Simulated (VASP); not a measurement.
# Li2CuSbCl6 (Fm-3m) in VASP: single point with LDA

Aim: the single point of Li2CuSbCl6 with LDA.

Everything below comes from runs of VASP 6.6.1. Logs are shortened: lines on timing, memory, paths and dates and some standing lists are left out, and cuts for length are marked.

### Step 1. The structure

Symmetry: Fm-3m, No. 225, cubic system. The conventional cell has a = 10.215 Å, b = 10.215 Å, c = 10.215 Å, α = 90.00°, β = 90.00°, γ = 90.00°. Li (site symmetry -43m) is surrounded by 12 Cl at 3.61 Å. Cu (site symmetry m-3m) is surrounded by 6 Cl at 2.46 Å. Sb (site symmetry m-3m) has 6 Cl at 2.65 Å as nearest neighbours. Cl (site symmetry 4mm) has 1 Cu at 2.46 Å and 1 Sb at 2.65 Å as nearest neighbours.

The cell comes from a database or a generator and needn't be the stable form of this composition.

### Step 2. Single point, LDA

INCAR reads:

```
PREC = Accurate
ENCUT = 520
EDIFF = 1E-6
ISMEAR = 0
SIGMA = 0.01
LREAL = False
LASPH = True
NELM = 100
ALGO = Normal
ISIF = 2
LWAVE = False
LCHARG = False
NBANDS = 43
ISYM = 0
```

KPOINTS reads:

```
Automatic mesh
0
Gamma
  2 2 2
  0.5 0.5 0.5
```

POSCAR reads:

```
Li2CuSbCl6
1.0
    0.0000000000      5.1076700000      5.1076700000
    5.1076700000      0.0000000000      5.1076700000
    5.1076700000      5.1076700000      0.0000000000
Li Cu Sb Cl
2 1 1 6
Direct
    0.7500000000      0.7500000000      0.7500000000
    0.2500000000      0.2500000000      0.2500000000
    0.5000000000      0.5000000000      0.5000000000
    0.0000000000      0.0000000000      0.0000000000
    0.7407100000      0.2592900000      0.2592900000
    0.2592900000      0.2592900000      0.7407100000
    0.2592900000      0.7407100000      0.7407100000
    0.2592900000      0.7407100000      0.2592900000
    0.7407100000      0.2592900000      0.7407100000
    0.7407100000      0.7407100000      0.2592900000
```

Potentials or basis: VASP PAW LDA potentials, release 64 (Li_sv, Cu, Sb, Cl).

The run is started by

```
$ cat potpaw_LDA.64/Li_sv/POTCAR potpaw_LDA.64/Cu/POTCAR potpaw_LDA.64/Sb/POTCAR potpaw_LDA.64/Cl/POTCAR > POTCAR
$ mpirun -np 1 vasp_std > vasp.out
```

OUTCAR:

```text
PREC = Accurate
   ENCUT = 520
   EDIFF = 1E-6
   ISMEAR = 0
   LREAL = False
   LASPH = True
   NELM = 100
   ISIF = 2
   ISYM = 0

 ion  position               nearest neighbor table
   1  0.750  0.750  0.750-
   2  0.250  0.250  0.250-
   3  0.500  0.500  0.500-   5 2.46   6 2.46   7 2.46   8 2.46   9 2.46  10 2.46
   4  0.000  0.000  0.000-   5 2.65   6 2.65   7 2.65   8 2.65   9 2.65  10 2.65
   5  0.741  0.259  0.259-   3 2.46   4 2.65
   6  0.259  0.259  0.741-   3 2.46   4 2.65
   7  0.259  0.741  0.741-   3 2.46   4 2.65
   8  0.259  0.741  0.259-   3 2.46   4 2.65
   9  0.741  0.259  0.741-   3 2.46   4 2.65
  10  0.741  0.741  0.259-   3 2.46   4 2.65

IMPORTANT INFORMATION: All symmetrisations will be switched off!
NOSYMM: (Re-)initialisation of all symmetry stuff for point group C_1.

----------------------------------------------------------------------------------------

                                     Primitive cell

  volume of cell :     266.5008

  direct lattice vectors                    reciprocal lattice vectors
     0.000000000  5.107670000  5.107670000    -0.097891994  0.097891994  0.097891994
     5.107670000  0.000000000  5.107670000     0.097891994 -0.097891994  0.097891994
     5.107670000  5.107670000  0.000000000     0.097891994  0.097891994 -0.097891994

  length of vectors
     7.223336186  7.223336186  7.223336186     0.169553907  0.169553907  0.169553907

  position of ions in fractional coordinates (direct lattice)
     0.750000000  0.750000000  0.750000000
     0.250000000  0.250000000  0.250000000
     0.500000000  0.500000000  0.500000000
     0.000000000  0.000000000  0.000000000
     0.740710000  0.259290000  0.259290000
     0.259290000  0.259290000  0.740710000
     0.259290000  0.740710000  0.740710000
     0.259290000  0.740710000  0.259290000
     0.740710000  0.259290000  0.740710000
     0.740710000  0.740710000  0.259290000

  ion indices of the primitive-cell ions
   primitive index   ion index
                 1           1
                 2           2
                 3           3
                 4           4
                 5           5
                 6           6
                 7           7
                 8           8
                 9           9
                10          10

----------------------------------------------------------------------------------------

 KPOINTS: Automatic mesh

Automatic generation of k-mesh.
 Grid dimensions read from file:
 generate k-points for:    2    2    2

 Generating k-lattice:

  Cartesian coordinates                     Fractional coordinates (reciprocal lattice)
    -0.048945997  0.048945997  0.048945997     0.500000000  0.000000000  0.000000000
     0.048945997 -0.048945997  0.048945997     0.000000000  0.500000000  0.000000000
     0.048945997  0.048945997 -0.048945997     0.000000000  0.000000000  0.500000000

  Length of vectors
     0.084776953  0.084776953  0.084776953

  Shift w.r.t. Gamma in fractional coordinates (k-lattice)
     0.500000000  0.500000000  0.500000000

 Subroutine IBZKPT returns following result:
 ===========================================

 Found     16 irreducible k-points:

 Following reciprocal coordinates:
            Coordinates               Weight
  0.250000  0.250000  0.250000      2.000000
  0.250000  0.000000  0.000000      2.000000
  0.000000  0.000000 -0.250000      2.000000
  0.000000  0.250000  0.000000      2.000000
 -0.250000  0.250000  0.250000      2.000000
  0.250000 -0.250000  0.250000      2.000000
[... 8 lines left out ...]
  0.000000  0.250000  0.500000      2.000000
  0.500000  0.250000  0.000000      2.000000
   k-points           NKPTS =     16   k-points in BZ     NKDIM =     16   number of bands    NBANDS=     43
   number of dos      NEDOS =    301   number of ions     NIONS =     10
   total plane-waves  NPLWV = 157464
   dimension x,y,z NGX =    54 NGY =   54 NGZ =   54
   dimension x,y,z NGXF=   108 NGYF=  108 NGZF=  108
   ions per type =               2   1   1   6
   NGX,Y,Z   is equivalent  to a cutoff of  12.43, 12.43, 12.43 a.u.
   NGXF,Y,Z  is equivalent  to a cutoff of  24.86, 24.86, 24.86 a.u.
 SYSTEM =  unknown system
   PREC   = accura    normal or accurate (medium, high low for compatibility)
   ISTART =      0    job   : 0-new  1-cont  2-samecut
   ICHARG =      2    charge: 1-file 2-atom 10-const
   ISPIN  =      1    spin polarized calculation?
   LNONCOLLINEAR =      F non collinear calculations
   LSORBIT =      F    spin-orbit coupling
   LASPH  =      T    aspherical Exc in radial PAW
   ENCUT  =  520.0 eV  38.22 Ry    6.18 a.u.  13.43 13.43 13.43*2*pi/ulx,y,z
   NELM   =    100;   NELMIN=  2; NELMDL= -5     # of ELM steps
   EDIFF  = 0.1E-05   stopping-criterion for ELM
   LREAL  =      F    real-space projection
   EDIFFG = 0.1E-04   stopping-criterion for IOM
   NSW    =      0    number of steps for IOM
   IBRION =     -1    ionic relax: 0-MD 1-quasi-New 2-CG
   NFREE  =      0    steps in history (QN), initial steepest desc. (CG)
   ISIF   =      2    stress and relaxation
   ISYM   =      0    0-nonsym 1-usesym 2-fastsym
   POTIM  = 0.5000    time-step for ionic-motion
   TEBEG  =    0.0;   TEEND  =   0.0 temperature during run
   PSTRESS=    0.0 pullay stress
   NELECT =      64.0000    total number of electrons
   NUPDOWN=      -1.0000    fix difference up-down
   EMIN   =  10.00;   EMAX   =-10.00  energy-range for DOS
   EFERMI =   0.00;   METHOD = LEGACY
   ISMEAR =     0;   SIGMA  =   0.01  broadening in eV -4-tet -1-fermi 0-gaus
   EFERMI_NEDOS =   21; number of points for ismear=-14 and -15
   IALGO  =     38    algorithm
   IMIX   =      4    mixing-type and parameters
     AMIX     =   0.40;   BMIX     =  1.00
     AMIX_MAG =   1.60;   BMIX_MAG =  1.00
  volume/ion in A,a.u.               =      26.65       179.84
  Fermi-wavevector in a.u.,A,eV,Ry     =   1.017580  1.922948 14.088418  1.035470
  Thomas-Fermi vector in A             =   2.150989
   LORBIT       =      0    0 simple, 1 ext, 2 COOP (PROOUT), +10 PAW based schemes
   GGA     = CA    functional components
   LHFCALC =     F    Hartree Fock is set to
   AEXX    =    0.0000 exact exchange contribution
   IVDW    =     0    specifies the selected vdW correction
   LEPSILON=     F    determine dielectric tensor
   LRPA    =     F    only Hartree local field effects (RPA)
 non-spin polarized calculation
 Gauss-broadening in eV      SIGMA  =   0.01
  energy-cutoff  :      520.00
  volume of cell :      266.50
 maximum number of plane-waves:      7225
 NGX is ok and might be reduce to    54
   NGX = 27   NGY = 27   NGZ = 27

 number of electron      64.0000000 magnetization

 Free energy of the ion-electron system (eV)
  ---------------------------------------------------
  ext. energy  EPLUGINS =         0.00000000
  ---------------------------------------------------
  free energy    TOTEN  =       -35.80008970 eV

  energy without entropy =      -35.80008970  energy(sigma->0) =      -35.80008970

 E-fermi :   1.8362     XC(G=0):  -8.1266

 val. band max:        1.7296759647   @ k =   0.2500   0.0000   0.5000
 cond. band min:       3.3218187271   @ k =   0.0000   0.2500   0.0000
 fundamental gap:      1.5921427624
 Fermi energy:         1.8362056962

 k-point     1 :       0.2500    0.2500    0.2500
  band No.  band energies     occupation
      1     -45.6504      2.00000
      2     -45.6504      2.00000
      3     -13.7640      2.00000
      4     -13.2163      2.00000
      5     -13.0501      2.00000
      6     -13.0501      2.00000
[... 35 lines left out ...]
     42       7.4567      0.00000
     43       7.4567      0.00000

 k-point     2 :       0.2500    0.0000    0.0000
  band No.  band energies     occupation
      1     -45.6504      2.00000
      2     -45.6504      2.00000
      3     -13.7640      2.00000
      4     -13.2163      2.00000
      5     -13.0501      2.00000
      6     -13.0501      2.00000
[... 35 lines left out ...]
     42       7.4567      0.00000
     43       7.4567      0.00000

 k-point     3 :       0.0000    0.0000   -0.2500
  band No.  band energies     occupation
      1     -45.6504      2.00000
      2     -45.6504      2.00000
      3     -13.7640      2.00000
      4     -13.2163      2.00000
      5     -13.0501      2.00000
      6     -13.0501      2.00000
[... 35 lines left out ...]
     42       7.4567      0.00000
     43       7.4567      0.00000

 k-point     4 :       0.0000    0.2500    0.0000
  band No.  band energies     occupation
      1     -45.6504      2.00000
      2     -45.6504      2.00000
      3     -13.7640      2.00000
      4     -13.2163      2.00000
      5     -13.0501      2.00000
      6     -13.0501      2.00000
[... 495 lines left out ...]
     42       7.1118      0.00000
     43       7.3851      0.00000

 k-point    15 :       0.0000    0.2500    0.5000
  band No.  band energies     occupation
      1     -45.6504      2.00000
      2     -45.6503      2.00000
      3     -13.5846      2.00000
      4     -13.3369      2.00000
      5     -13.0574      2.00000
      6     -13.0440      2.00000
[... 35 lines left out ...]
     42       7.1118      0.00000
     43       7.3861      0.00000

 k-point    16 :       0.5000    0.2500    0.0000
  band No.  band energies     occupation
      1     -45.6504      2.00000
      2     -45.6503      2.00000
      3     -13.5846      2.00000
      4     -13.3369      2.00000
      5     -13.0574      2.00000
      6     -13.0440      2.00000
[... 35 lines left out ...]
     42       7.1118      0.00000
     43       7.3899      0.00000

------------------------ aborting loop because EDIFF is reached ----------------------------------------

  FORCE on cell =-STRESS in cart. coord.  units (eV):
  Direction    XX          YY          ZZ          XY          YZ          ZX
  --------------------------------------------------------------------------------------
  -------------------------------------------------------------------------------------
  Total       -4.9436327     -4.9435959     -4.9436311      0.0000202      0.0000101      0.0000190
  in kB      -29.7206491    -29.7204280    -29.7206399      0.0001214      0.0000606      0.0001143
  external PRESSURE =     -29.7205723 kB  Pullay stress =       0.0000000 kB

 VOLUME and BASIS-vectors are now :
 -----------------------------------------------------------------------------
  energy-cutoff  :      520.00
  volume of cell :      266.50
      direct lattice vectors                 reciprocal lattice vectors
     0.000000000  5.107670000  5.107670000    -0.097891994  0.097891994  0.097891994
     5.107670000  0.000000000  5.107670000     0.097891994 -0.097891994  0.097891994
     5.107670000  5.107670000  0.000000000     0.097891994  0.097891994 -0.097891994

 POSITION                                       TOTAL-FORCE (eV/Angst)
 -----------------------------------------------------------------------------------
      7.66151      7.66151      7.66151        -0.000001      0.000002     -0.000001
      2.55383      2.55383      2.55383        -0.000005     -0.000002      0.000001
      5.10767      5.10767      5.10767         0.000002     -0.000000     -0.000002
      0.00000      0.00000      0.00000         0.000002      0.000000     -0.000001
      2.64874      5.10767      5.10767         0.131498      0.000001     -0.000001
      5.10767      5.10767      2.64874        -0.000001      0.000000      0.131498
      7.56660      5.10767      5.10767        -0.131496      0.000000      0.000001
      5.10767      2.64874      5.10767         0.000003      0.131491      0.000002
      5.10767      7.56660      5.10767        -0.000001     -0.131490      0.000001
      5.10767      5.10767      7.56660        -0.000001     -0.000003     -0.131498
 -----------------------------------------------------------------------------------
    total drift:                                0.000002      0.000001     -0.000003

  FREE ENERGIE OF THE ION-ELECTRON SYSTEM (eV)
  ---------------------------------------------------
  free  energy   TOTEN  =       -35.8000897047 eV

  energy  without entropy=      -35.8000897047  energy(sigma->0) =      -35.80008970
```

Run time: 4.8 min. Hardware: 1 thread of Intel Xeon Platinum 8559C (Emerald Rapids), shared host; peak memory 0.41 GiB.

Results:

```yaml
Free_energy: -35.8001 eV
Largest_force: 0.131 eV/Å
Band_gap_on_the_k_mesh: 1.59 eV, indirect (least direct gap 1.80 eV)
```

Forces in eV/Å, atoms in the order of the input:
```
Li   0.000  0.000  0.000
Li   0.000  0.000  0.000
Cu   0.000  0.000  0.000
Sb   0.000  0.000  0.000
Cl   0.131  0.000  0.000
Cl   0.000  0.000  0.131
Cl  -0.131  0.000  0.000
Cl   0.000  0.131  0.000
Cl   0.000 -0.131  0.000
Cl   0.000  0.000 -0.131
```

Levels at points of the mesh, in eV from the valence-band top:
| k point | band 30 | band 31 | band 32 | band 33 | band 34 | band 35 |
| --- | --- | --- | --- | --- | --- | --- |
| (0.25, 0.25, 0.25) | -0.98 | -0.46 | -0.46 | 1.59 | 2.33 | 2.73 |

Caveat: the cutoff is under 1.25 times the usual one of these potentials, so pressure, stress and relaxed cells hold a basis-set (Pulay) error; spin-orbit coupling is left out, which moves the levels of the heavy elements. A k mesh can miss the band edges.
